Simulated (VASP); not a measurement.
All values below come from LDA (Ceperley-Alder, Perdew-Zunger), VASP's LDA PAW potentials (set 64) (plane waves; VASP).

Input for VASP

### INCAR
```
SYSTEM = BaZrO3
PREC = Accurate
ENCUT = 520
EDIFF = 1E-7
NELM = 100
ALGO = Normal
LREAL = .FALSE.
LASPH = .TRUE.
ISMEAR = -5
LMAXMIX = 4
LWAVE = .FALSE.
LCHARG = .TRUE.
LORBIT = 11
NEDOS = 601
ISIF = 2
LEFG = .TRUE.
```

**POSCAR**
```
BaZrO3
1.0
  4.1598020681   0.0000000000   0.0000000000
  0.0000000000   4.1598020681   0.0000000000
  0.0000000000   0.0000000000   4.1598020681
Ba Zr O
1 1 3
Cart
  0.0000000000   0.0000000000   0.0000000000
  2.0799010341   2.0799010341   2.0799010341
  2.0799010341   0.0000000000   2.0799010341
  0.0000000000   2.0799010341   2.0799010341
  2.0799010341   2.0799010341   0.0000000000
```

**KPOINTS**
```
Automatic mesh
0
Gamma
6 6 6
```

POTCAR, in this order: Ba_sv Zr_sv O (LDA.64 set). Program: vasp_std.

What VASP printed:

### OUTCAR
```
 ion  position               nearest neighbor table
   1  0.000  0.000  0.000-   3 2.94   4 2.94   5 2.94   3 2.94   4 2.94   4 2.94   5 2.94   4 2.94
                             3 2.94   5 2.94   3 2.94   5 2.94   2 3.60   2 3.60   2 3.60   2 3.60
   2  0.500  0.500  0.500-   3 2.08   4 2.08   5 2.08   5 2.08   3 2.08   4 2.08   1 3.60   1 3.60
                             1 3.60   1 3.60   1 3.60   1 3.60   1 3.60   1 3.60
   3  0.500  0.000  0.500-   2 2.08   2 2.08   1 2.94   1 2.94   1 2.94   1 2.94
   4  0.000  0.500  0.500-   2 2.08   2 2.08   1 2.94   1 2.94   1 2.94   1 2.94
   5  0.500  0.500  0.000-   2 2.08   2 2.08   1 2.94   1 2.94   1 2.94   1 2.94
  LATTYP: Found a simple cubic cell.
 ALAT       =     4.1598020681
 Subroutine PRICEL returns:
 Original cell was already a primitive cell.
 Subroutine GETGRP returns: Found 48 space group operations
The static configuration has the point symmetry O_h .
The dynamic configuration has the point symmetry O_h .
 Subroutine INISYM returns: Found 48 space group operations
 Subroutine IBZKPT returns following result:
 Found     20 irreducible k-points:

 Following reciprocal coordinates:
            Coordinates               Weight
  0.000000  0.000000  0.000000      1.000000
  0.166667  0.000000  0.000000      6.000000
  0.333333  0.000000  0.000000      6.000000
  0.500000  0.000000  0.000000      3.000000
  0.166667  0.166667  0.000000     12.000000
  0.333333  0.166667  0.000000     24.000000
  0.500000  0.166667  0.000000     12.000000
  0.333333  0.333333  0.000000     12.000000
  0.500000  0.333333  0.000000     12.000000
  0.500000  0.500000  0.000000      3.000000
  0.166667  0.166667  0.166667      8.000000
  0.333333  0.166667  0.166667     24.000000
  0.500000  0.166667  0.166667     12.000000
  0.333333  0.333333  0.166667     24.000000
  0.500000  0.333333  0.166667     24.000000
  0.500000  0.500000  0.166667      6.000000
  0.333333  0.333333  0.333333      8.000000
  0.500000  0.333333  0.333333     12.000000
  0.500000  0.500000  0.333333      6.000000
  0.500000  0.500000  0.500000      1.000000
   k-points           NKPTS =     20   k-points in BZ     NKDIM =     20   number of bands    NBANDS=     24
   number of dos      NEDOS =    601   number of ions     NIONS =      5
   total plane-waves  NPLWV =  32768
   dimension x,y,z NGX =    32 NGY =   32 NGZ =   32
   dimension x,y,z NGXF=    64 NGYF=   64 NGZF=   64
   ions per type =               1   1   3
   PREC   = accura    normal or accurate (medium, high low for compatibility)
   ISTART =      0    job   : 0-new  1-cont  2-samecut
   ICHARG =      2    charge: 1-file 2-atom 10-const
   ISPIN  =      1    spin polarized calculation?
   LNONCOLLINEAR =      F non collinear calculations
   LSORBIT =      F    spin-orbit coupling
   INIWAV =      1    electr: 0-lowe 1-rand  2-diag
   ENCUT  =  520.0 eV  38.22 Ry    6.18 a.u.   7.73  7.73  7.73*2*pi/ulx,y,z
   NELM   =    100;   NELMIN=  2; NELMDL= -5     # of ELM steps
   EDIFF  = 0.1E-06   stopping-criterion for ELM
   LREAL  =      F    real-space projection
   NLSPLINE    = F    spline interpolate recip. space projectors
   LMAXMIX     =    4 max onsite mixed and CHGCAR
   VOSKOWN=      0    Vosko Wilk Nusair interpolation
   EDIFFG = 0.1E-05   stopping-criterion for IOM
   NSW    =      0    number of steps for IOM
   NBLOCK =      1;   KBLOCK =      1    inner block; outer block
   IBRION =     -1    ionic relax: 0-MD 1-quasi-New 2-CG
   NFREE  =      0    steps in history (QN), initial steepest desc. (CG)
   ISIF   =      2    stress and relaxation
   ISYM   =      2    0-nonsym 1-usesym 2-fastsym
   TEIN   =    0.0    initial temperature
   TEBEG  =    0.0;   TEEND  =   0.0 temperature during run
   SMASS  =  -3.00    Nose mass-parameter (am)
   PSTRESS=    0.0 pullay stress
   NELECT =      40.0000    total number of electrons
   EFERMI =   0.00;   METHOD = LEGACY
   ISMEAR =    -5;   SIGMA  =   0.20  broadening in eV -4-tet -1-fermi 0-gaus
...
```

### OSZICAR
```
       N       E                     dE             d eps       ncg     rms          rms(c)
DAV:   1     0.325344485489E+03    0.32534E+03   -0.22541E+04   960   0.165E+03
DAV:   2    -0.332523246524E+02   -0.35860E+03   -0.35336E+03  1264   0.395E+02
DAV:   3    -0.526182774606E+02   -0.19366E+02   -0.19350E+02  1584   0.911E+01
DAV:   4    -0.530624003159E+02   -0.44412E+00   -0.44405E+00  1344   0.109E+01
DAV:   5    -0.530745146250E+02   -0.12114E-01   -0.12114E-01  1408   0.128E+00    0.321E+01
DAV:   6    -0.459193668432E+02    0.71551E+01   -0.45677E+01  1208   0.440E+01    0.149E+01
DAV:   7    -0.458017186489E+02    0.11765E+00   -0.35475E+00  1344   0.110E+01    0.850E+00
DAV:   8    -0.457447102315E+02    0.57008E-01   -0.31620E-01  1344   0.428E+00    0.705E-01
DAV:   9    -0.457415752695E+02    0.31350E-02   -0.48110E-02  1360   0.123E+00    0.439E-01
DAV:  10    -0.457415395702E+02    0.35699E-04   -0.11355E-02  1328   0.931E-01    0.195E-01
DAV:  11    -0.457413170008E+02    0.22257E-03   -0.16863E-03  1232   0.358E-01    0.321E-02
DAV:  12    -0.457413123851E+02    0.46157E-05   -0.82905E-05  1312   0.676E-02    0.197E-02
DAV:  13    -0.457413125964E+02   -0.21131E-06   -0.35592E-06  1312   0.153E-02    0.194E-03
DAV:  14    -0.457413126140E+02   -0.17627E-07   -0.33083E-07  1208   0.458E-03
   1 F= -.45741313E+02 E0= -.45741313E+02  d E =0.000000E+00
```

File OUTCAR:
```
------------------------ aborting loop because EDIFF is reached ----------------------------------------
  FORCE on cell =-STRESS in cart. coord.  units (eV):
  Direction    XX          YY          ZZ          XY          YZ          ZX
  --------------------------------------------------------------------------------------
  Total       -0.0346094     -0.0346094     -0.0346094      0.0000000     -0.0000000     -0.0000000
  in kB       -0.7703482     -0.7703482     -0.7703482      0.0000000     -0.0000000     -0.0000000
  external PRESSURE =      -0.7703482 kB  Pullay stress =       0.0000000 kB
  volume of cell :       71.98
      direct lattice vectors                 reciprocal lattice vectors
     4.159802068  0.000000000  0.000000000     0.240396053  0.000000000  0.000000000
     0.000000000  4.159802068  0.000000000     0.000000000  0.240396053  0.000000000
     0.000000000  0.000000000  4.159802068     0.000000000  0.000000000  0.240396053
 POSITION                                       TOTAL-FORCE (eV/Angst)
 -----------------------------------------------------------------------------------
      0.00000      0.00000      0.00000         0.000000      0.000000      0.000000
      2.07990      2.07990      2.07990         0.000000      0.000000      0.000000
      2.07990      0.00000      2.07990         0.000000      0.000000      0.000000
      0.00000      2.07990      2.07990         0.000000      0.000000      0.000000
      2.07990      2.07990      0.00000         0.000000      0.000000      0.000000
 -----------------------------------------------------------------------------------
    total drift:                                0.000000     -0.000000     -0.000000
  FREE ENERGIE OF THE ION-ELECTRON SYSTEM (eV)
  ---------------------------------------------------
  free  energy   TOTEN  =       -45.7413126140 eV

  energy  without entropy=      -45.7413126140  energy(sigma->0) =      -45.74131261

 total charge

# of ion       s       p       d       tot
------------------------------------------
    1        2.000   5.619   0.290   7.908
    2        2.210   6.098   1.484   9.793
    3        1.551   3.475   0.000   5.026
    4        1.551   3.475   0.000   5.026
    5        1.551   3.475   0.000   5.026
--------------------------------------------------
tot          8.864  22.142   1.774  32.780

 Electric field gradients after diagonalization (V/A^2)
 (convention: |V_zz| > |V_xx| > |V_yy|)
----------------------------------------------------------------------
 ion       V_xx      V_yy      V_zz     asymmetry (V_yy - V_xx)/ V_zz
----------------------------------------------------------------------
   1       0.000     0.000    -0.000       0.206
   2       0.000     0.000    -0.000       0.374
   3      10.666    10.666   -21.331       0.000
   4      10.666    10.666   -21.331       0.000
   5      10.666    10.666   -21.331       0.000
```
(Selected blocks of OUTCAR.)

**OUTCAR**
```
 val. band max:        3.6365076369   @ k =   0.5000   0.5000   0.5000

 cond. band min:       6.7510493965   @ k =   0.0000   0.0000   0.0000


 Fermi energy:         3.7180479085

 k-point     1 :       0.0000    0.0000    0.0000
  band No.  band energies     occupation
      1     -42.8856      2.00000
      2     -21.4321      2.00000
      3     -21.2567      2.00000
      4     -21.2567      2.00000
      5     -21.2567      2.00000
      6     -12.4592      2.00000
      7     -12.1748      2.00000
      8     -12.1748      2.00000
      9      -6.6083      2.00000
     10      -6.6083      2.00000
     11      -6.6083      2.00000
     12       2.2209      2.00000
     13       2.2209      2.00000
     14       2.2209      2.00000
     15       2.5985      2.00000
     16       2.5985      2.00000
     17       2.5985      2.00000
     18       3.4458      2.00000
     19       3.4458      2.00000
     20       3.4458      2.00000
     21       6.7510      0.00000
     22       6.7510      0.00000
     23       6.7510      0.00000
     24       8.1773      0.00000

 k-point     2 :       0.1667    0.0000    0.0000
  band No.  band energies     occupation
      1     -42.8846      2.00000
      2     -21.5123      2.00000
      3     -21.2546      2.00000
      4     -21.2546      2.00000
      5     -21.2294      2.00000
      6     -12.4766      2.00000
      7     -12.1679      2.00000
      8     -11.9668      2.00000
      9      -6.5892      2.00000
     10      -6.5892      2.00000
     11      -6.5436      2.00000
     12       1.7610      2.00000
     13       2.1108      2.00000
     14       2.1108      2.00000
     15       2.3365      2.00000
     16       2.3365      2.00000
     17       2.3811      2.00000
     18       2.7573      2.00000
     19       3.3600      2.00000
     20       3.3600      2.00000
     21       6.8536      0.00000
     22       7.3976      0.00000
     23       7.3976      0.00000
     24       8.6368      0.00000
...
```

Unless said otherwise, spin-orbit coupling is left out, though it shifts the bands of the heavy elements here.

The compound is BaZrO3 in the cubic perovskite structure. It was relaxed first.
